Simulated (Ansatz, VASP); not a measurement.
Mo3W: VASP beside Ansatz

```
Mo W
1.0
     3.88926    0.00000    0.00000
     0.00000    3.88926    0.00000
     0.00000    0.00000    3.88926
Mo W
3 1
Direct
  0.00000 0.50000 0.50000
  0.50000 0.00000 0.50000
  0.50000 0.50000 0.00000
  0.00000 0.00000 0.00000
```

Alike in both runs: task relaxation of cell and atoms; functional PBE; k mesh 4 × 4 × 4; occupations gaussian, width 0.1 eV; no spin polarisation.

|  | VASP | Ansatz |
| --- | --- | --- |
| version | VASP 6.6.1 | Ansatz 0.2.0 |
| potentials or method | VASP PAW PBE potentials, release 64 (Mo_sv, W_sv) | scalar-relativistic, plane waves, PAW |
| plane-wave cutoff (eV) | 600 | 420 |
| valence electrons in the cell | 56 | 56 |

```csv
,VASP,Ansatz,Ansatz less VASP
"gap on the k mesh at the Fermi level, each at its own relaxed structure (eV)",none,none,-
relaxed volume (Å³/atom),16.26,16.22,-0.043
relaxed cell length with the largest relative difference (Å),4.022,4.018,-0.0036
energy change over the relaxation (meV/atom),-131,-126,+5.1
```

A gap of «none» marks a metal or a gap that the smearing closes.

Caveats: the k mesh is coarse (spacing up to 0.40 Å⁻¹), so the values aren't converged. Spin-orbit coupling is left out, which matters for the levels of W.
